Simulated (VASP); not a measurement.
Here is the system:

```xyz
6
Lattice="3.1936 0.0000 0.0000 0.0000 4.5164 0.0000 0.0000 0.0000 20.5164" Properties=species:S:1:pos:R:3 pbc="T T T"
Zr     0.0000     3.3873     8.0000
Zr     0.0000     1.1291    10.2582
Zr     0.0000     3.3873    12.5164
B      1.5968     1.1291     8.0000
B      1.5968     3.3873    10.2582
B      1.5968     1.1291    12.5164
```

Computed with PBE GGA, VASP's PBE PAW potentials (set 64) (plane waves; VASP 6.6.1). Run with 400 eV cut-off, 4×3×1 Γ-centred mesh, Fermi-Dirac smearing of 0.10 eV, potentials Zr_sv B.

The cell holds a wide vacuum, so values per volume refer to the whole cell.

### Question
Give the energies of bands 13 to 26 at the high-symmetry points, in eV from the Fermi level.

### Answer

```json
[
 {"band": "13", "Γ": "-8.27", "X": "-5.95", "S": "-6.17", "Y": "-6.78"},
 {"band": "14", "Γ": "-6.76", "X": "-5.25", "S": "-5.70", "Y": "-6.52"},
 {"band": "15", "Γ": "-6.13", "X": "-4.02", "S": "-5.37", "Y": "-5.63"},
 {"band": "16", "Γ": "-1.89", "X": "-3.71", "S": "-2.57", "Y": "-4.01"},
 {"band": "17", "Γ": "-1.85", "X": "-3.25", "S": "-2.16", "Y": "-3.21"},
 {"band": "18", "Γ": "-1.44", "X": "-3.11", "S": "-2.00", "Y": "-2.44"},
 {"band": "19", "Γ": "-1.32", "X": "-2.60", "S": "-1.01", "Y": "-1.13"},
 {"band": "20", "Γ": "-1.07", "X": "-2.10", "S": "-0.59", "Y": "-0.69"},
 {"band": "21", "Γ": "-0.61", "X": "-2.06", "S": "-0.37", "Y": "-0.61"},
 {"band": "22", "Γ": "0.19", "X": "-0.74", "S": "-0.06", "Y": "0.08"},
 {"band": "23", "Γ": "0.29", "X": "-0.03", "S": "0.00", "Y": "0.14"},
 {"band": "24", "Γ": "0.76", "X": "0.62", "S": "0.07", "Y": "0.20"},
 {"band": "25", "Γ": "0.77", "X": "0.80", "S": "0.26", "Y": "0.50"},
 {"band": "26", "Γ": "1.22", "X": "1.42", "S": "1.21", "Y": "0.54"}
]
```

It has no gap at this level: it comes out as a metal or semimetal.

The cell is a sheet with vacuum, built from a generated structure.
